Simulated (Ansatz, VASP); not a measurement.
# One calculation of CdSb2O2, two programs

```
Cd Sb O
1.0
     5.57824    0.00000    0.00000
    -2.78912    4.83089    0.00000
     0.00000    0.00000    4.08941
Cd Sb O
1 2 2
Direct
  0.00000 0.00000 0.61573
  0.33333 0.66667 0.60732
  0.66667 0.33333 0.60732
  0.33333 0.66667 0.10769
  0.66667 0.33333 0.10769
```

Alike in both runs: functional PBE; k mesh 6 × 6 × 4; occupations gaussian, width 0.1 eV; no spin polarisation.

Ansatz relaxed the structure, and its values are those at the end. VASP's run is a single point on that final structure, the one shown.

```csv
,VASP,Ansatz
version,VASP 6.6.1,Ansatz 0.2.0
potentials or method,"VASP PAW PBE potentials, release 64 (Cd, Sb, O)","scalar-relativistic, plane waves, PAW"
plane-wave cutoff (eV),520,420
valence electrons in the cell,34,62
```

```csv
,VASP,Ansatz,Ansatz less VASP
gap on the k mesh at the Fermi level (eV),none,none,-
pressure (GPa),0.1,0.1,+0.03
rms of the force components (eV/Å),0.006,0.006,0.0000
```

A gap of «none» marks a metal or a gap that the smearing closes. The two sets of potentials don't hold the same shells in valence.

Caveats: the k mesh is coarse (spacing up to 0.38 Å⁻¹), so the values aren't converged. The runs have no spin-orbit coupling, so splittings on Sb are missing.
